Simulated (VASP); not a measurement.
These are LDA (Ceperley-Alder, Perdew-Zunger), VASP's LDA PAW potentials (set 64) (plane waves; VASP) values and carry that method's errors.

VASP ran on this input.

File KPOINTS:
```
Automatic
0
Gamma
5 5 8
```

INCAR:
```
# general
SYSTEM  =MgH2
PREC    =Accurate
ENCUT   =400   # plane-wave cut-off (eV)
LREAL   =.FALSE.
LASPH   =.TRUE.   # aspherical one-centre terms

# electronic loop
EDIFF   =1E-8
NELM    =100   # most electronic steps
ALGO    =Normal

# smearing
ISMEAR  =0
SIGMA   =0.01   # width (eV)

# output
LWAVE   =.FALSE.
LCHARG  =.FALSE.

# other
LEPSILON=.TRUE.
```

### POSCAR
```
MgH2
1
    4.4005587947     0.0000000000     0.0000000000
    0.0000000000     4.4005587947     0.0000000000
    0.0000000000     0.0000000000     2.9599468154
Mg H
2 4
Direct
  0.0000000000   0.0000000000   0.0000000000
  0.5000000000   0.5000000000   0.5000000000
  0.3042664417   0.3042664417  -0.0000000000
  0.8042664417   0.1957335583   0.5000000000
  0.1957335583   0.8042664417   0.5000000000
  0.6957335583   0.6957335583   0.0000000000
```

POTCAR, in this order: Mg H (LDA.64 set). Program: vasp_std.

What VASP printed:

### OSZICAR
```
...
RMM:   2    -0.261287691489E+02    0.20356E+00   -0.58254E-01   778   0.594E+00
RMM:   3    -0.261294967041E+02   -0.72756E-03   -0.30492E-03   816   0.394E-01
RMM:   4    -0.261294879261E+02    0.87781E-05   -0.25100E-05   877   0.403E-02
RMM:   5    -0.261294880527E+02   -0.12670E-06   -0.35324E-07   841   0.439E-03
RMM:   6    -0.261294880536E+02   -0.88829E-09   -0.19334E-08   869   0.599E-04
 Linear response G [H, r] |phi>, progress :
  Direction:   2
       N       E                     dE             d eps       ncg     rms
RMM:   1    -0.350442768548E+02   -0.35044E+02    0.77415E+00  1013   0.359E+01
RMM:   2    -0.335700474158E+02    0.14742E+01   -0.92108E-01   778   0.743E+00
RMM:   3    -0.335702470151E+02   -0.19960E-03   -0.41920E-03   827   0.451E-01
RMM:   4    -0.335702347066E+02    0.12309E-04   -0.33122E-05   858   0.463E-02
RMM:   5    -0.335702348711E+02   -0.16454E-06   -0.39745E-07   856   0.487E-03
RMM:   6    -0.335702348732E+02   -0.20735E-08    0.21229E-09   856   0.663E-04
 Linear response G [H, r] |phi>, progress :
  Direction:   3
       N       E                     dE             d eps       ncg     rms
RMM:   1    -0.392981092464E+02   -0.39298E+02   -0.69562E+01   877   0.331E+01
RMM:   2    -0.298465367176E+02    0.94516E+01   -0.10469E+00   741   0.609E+00
RMM:   3    -0.298631161873E+02   -0.16579E-01   -0.70028E-03   760   0.430E-01
RMM:   4    -0.298631801120E+02   -0.63925E-04    0.30946E-04   788   0.402E-02
RMM:   5    -0.298632105133E+02   -0.30401E-04    0.64063E-05   766   0.430E-03
RMM:   6    -0.298632164510E+02   -0.59377E-05    0.51362E-06   673   0.536E-04
RMM:   7    -0.298632169046E+02   -0.45369E-06    0.29762E-07   484   0.836E-05
RMM:   8    -0.298632168255E+02    0.79170E-07    0.54538E-08   369   0.390E-05
RMM:   9    -0.298632168285E+02   -0.30373E-08   -0.10358E-12   356   0.387E-05
 Linear response to external field (no local field effect), progress :
  Direction:   1
       N       E                     dE             d eps       ncg     rms          rms(c)
RMM:   1    -0.430158187473E+00   -0.43016E+00   -0.76318E-01   940   0.325E+00
RMM:   2    -0.432984562033E+00   -0.28264E-02   -0.18902E-03   790   0.355E-01
RMM:   3    -0.432995574187E+00   -0.11012E-04   -0.99298E-06   775   0.244E-02
RMM:   4    -0.432995637124E+00   -0.62937E-07   -0.97960E-08   811   0.244E-03
RMM:   5    -0.432995637561E+00   -0.43695E-09   -0.18691E-09   744   0.274E-04
 Linear response to external field (no local field effect), progress :
  Direction:   2
       N       E                     dE             d eps       ncg     rms          rms(c)
RMM:   1    -0.632942151443E+00   -0.63294E+00   -0.10640E+00   946   0.338E+00
RMM:   2    -0.635522990052E+00   -0.25808E-02   -0.19239E-03   796   0.359E-01
RMM:   3    -0.635534461016E+00   -0.11471E-04   -0.10236E-05   791   0.259E-02
RMM:   4    -0.635534516541E+00   -0.55526E-07   -0.94868E-08   811   0.249E-03
RMM:   5    -0.635534516897E+00   -0.35617E-09   -0.16511E-09   768   0.282E-04
 Linear response to external field (no local field effect), progress :
  Direction:   3
       N       E                     dE             d eps       ncg     rms          rms(c)
RMM:   1    -0.543483042290E+00   -0.54348E+00   -0.86276E-01   888   0.334E+00
RMM:   2    -0.545767110113E+00   -0.22841E-02   -0.20470E-03   758   0.348E-01
RMM:   3    -0.545778738830E+00   -0.11629E-04   -0.99289E-06   749   0.245E-02
RMM:   4    -0.545778800118E+00   -0.61288E-07   -0.97565E-08   752   0.226E-03
RMM:   5    -0.545778800686E+00   -0.56780E-09   -0.17029E-09   634   0.264E-04
 Linear response to external field, progress :
  Direction:   1
       N       E                     dE             d eps       ncg     rms          rms(c)
RMM:   1    -0.531550170102E+00   -0.53155E+00   -0.91357E-01  1409   0.332E+00
RMM:   2    -0.534253779034E+00   -0.27036E-02   -0.19070E-03  1186   0.356E-01    0.958E-01
RMM:   3    -0.526058282131E+00    0.81955E-02   -0.46920E-03  1159   0.472E-01    0.562E-01
RMM:   4    -0.556378597257E+00   -0.30320E-01   -0.92987E-03  1169   0.676E-01    0.457E-02
RMM:   5    -0.558271796750E+00   -0.18932E-02   -0.76729E-05  1189   0.659E-02    0.720E-03
RMM:   6    -0.558394273748E+00   -0.12248E-03   -0.50884E-07  1247   0.605E-03    0.278E-03
RMM:   7    -0.558483103007E+00   -0.88829E-04   -0.35354E-07  1220   0.362E-03    0.305E-04
RMM:   8    -0.558483165581E+00   -0.62574E-07   -0.41524E-09  1237   0.395E-04    0.186E-04
RMM:   9    -0.558482942131E+00    0.22345E-06   -0.24981E-09  1111   0.254E-04    0.239E-05
RMM:  10    -0.558482528887E+00    0.41324E-06    0.00000E+00   610   0.406E-05    0.149E-05
RMM:  11    -0.558482435252E+00    0.93635E-07    0.41817E-11   554   0.533E-05    0.859E-07
 Linear response to external field, progress :
  Direction:   2
       N       E                     dE             d eps       ncg     rms          rms(c)
RMM:   1    -0.531550168814E+00   -0.53155E+00   -0.91357E-01  1409   0.332E+00
RMM:   2    -0.534253775912E+00   -0.27036E-02   -0.19071E-03  1186   0.356E-01    0.958E-01
RMM:   3    -0.526058030861E+00    0.81957E-02   -0.46918E-03  1161   0.472E-01    0.562E-01
RMM:   4    -0.556378339562E+00   -0.30320E-01   -0.92987E-03  1174   0.676E-01    0.457E-02
RMM:   5    -0.558271560518E+00   -0.18932E-02   -0.76600E-05  1187   0.659E-02    0.720E-03
RMM:   6    -0.558394190065E+00   -0.12263E-03   -0.50874E-07  1246   0.605E-03    0.278E-03
RMM:   7    -0.558482987437E+00   -0.88797E-04   -0.35278E-07  1221   0.362E-03    0.305E-04
RMM:   8    -0.558483037322E+00   -0.49885E-07   -0.41467E-09  1237   0.395E-04    0.186E-04
RMM:   9    -0.558482816726E+00    0.22060E-06   -0.25045E-09  1111   0.255E-04    0.240E-05
RMM:  10    -0.558482403634E+00    0.41309E-06    0.00000E+00   602   0.407E-05    0.149E-05
RMM:  11    -0.558482310024E+00    0.93611E-07    0.59096E-12   553   0.534E-05    0.864E-07
 Linear response to external field, progress :
  Direction:   3
       N       E                     dE             d eps       ncg     rms          rms(c)
RMM:   1    -0.543483042290E+00   -0.54348E+00   -0.86276E-01   888   0.334E+00
RMM:   2    -0.545767110113E+00   -0.22841E-02   -0.20470E-03   758   0.348E-01    0.101E+00
RMM:   3    -0.534178394282E+00    0.11589E-01   -0.62577E-03   718   0.542E-01    0.588E-01
RMM:   4    -0.566405790057E+00   -0.32227E-01   -0.12839E-02   747   0.772E-01    0.394E-02
RMM:   5    -0.567823225677E+00   -0.14174E-02   -0.37336E-05   772   0.530E-02    0.485E-03
RMM:   6    -0.568070572821E+00   -0.24735E-03   -0.32635E-07   770   0.509E-03    0.712E-04
RMM:   7    -0.568077242724E+00   -0.66699E-05   -0.10535E-08   781   0.871E-04    0.685E-05
RMM:   8    -0.568082330744E+00   -0.50880E-05   -0.11574E-10   643   0.105E-04    0.160E-05
RMM:   9    -0.568082797235E+00   -0.46649E-06   -0.23292E-13   318   0.302E-05    0.168E-06
```

File OUTCAR:
```
------------------------ aborting loop because EDIFF is reached ----------------------------------------

 HEAD OF MICROSCOPIC STATIC DIELECTRIC TENSOR (INDEPENDENT PARTICLE, excluding Hartree and local field effects)
 ------------------------------------------------------
           4.373286     0.000000     0.000000
           0.000000     4.373286     0.000000
           0.000000     0.000000     4.445982
 ------------------------------------------------------

 MACROSCOPIC STATIC DIELECTRIC TENSOR (including local field effects in DFT)
 ------------------------------------------------------
           4.224140    -0.000000     0.000000
           0.000000     4.224140     0.000000
           0.000000     0.000000     4.256121
 ------------------------------------------------------

 PIEZOELECTRIC TENSOR (including local field effects)  for field in x, y, z        (e  Angst)
          XX          YY          ZZ          XY          YZ          ZX
  --------------------------------------------------------------------------------
  x     0.00000     0.00000     0.00000     0.00000     0.00000     0.00000
  y     0.00000     0.00000     0.00000     0.00000     0.00000     0.00000
  z     0.00000     0.00000     0.00000     0.00000     0.00000     0.00000

 PIEZOELECTRIC TENSOR (including local field effects)  for field in x, y, z        (C/m^2)
          XX          YY          ZZ          XY          YZ          ZX
  --------------------------------------------------------------------------------
  x     0.00000     0.00000     0.00000     0.00000     0.00000     0.00000
  y     0.00000     0.00000     0.00000     0.00000     0.00000     0.00000
  z     0.00000     0.00000     0.00000     0.00000     0.00000     0.00000

 BORN EFFECTIVE CHARGES (including local field effects) (in |e|, cummulative output)
 ---------------------------------------------------------------------------------
 ion    1
    1     1.81633     0.10823     0.00000
    2     0.10823     1.81633     0.00000
    3     0.00000     0.00000     1.91266
 ion    2
    1     1.81633    -0.10823     0.00000
    2    -0.10823     1.81633     0.00000
    3     0.00000     0.00000     1.91266
 ion    3
    1    -0.90817    -0.20053     0.00000
    2    -0.20053    -0.90817     0.00000
    3     0.00000     0.00000    -0.95633
 ion    4
    1    -0.90817     0.20053     0.00000
    2     0.20053    -0.90817     0.00000
    3     0.00000     0.00000    -0.95633
 ion    5
    1    -0.90817     0.20053     0.00000
    2     0.20053    -0.90817     0.00000
    3     0.00000     0.00000    -0.95633
 ion    6
    1    -0.90817    -0.20053     0.00000
    2    -0.20053    -0.90817     0.00000
    3     0.00000     0.00000    -0.95633
```
(Selected blocks of OUTCAR.)

The compound is MgH2 in the rutile structure. It was relaxed first, which changed the volume by -7 %.
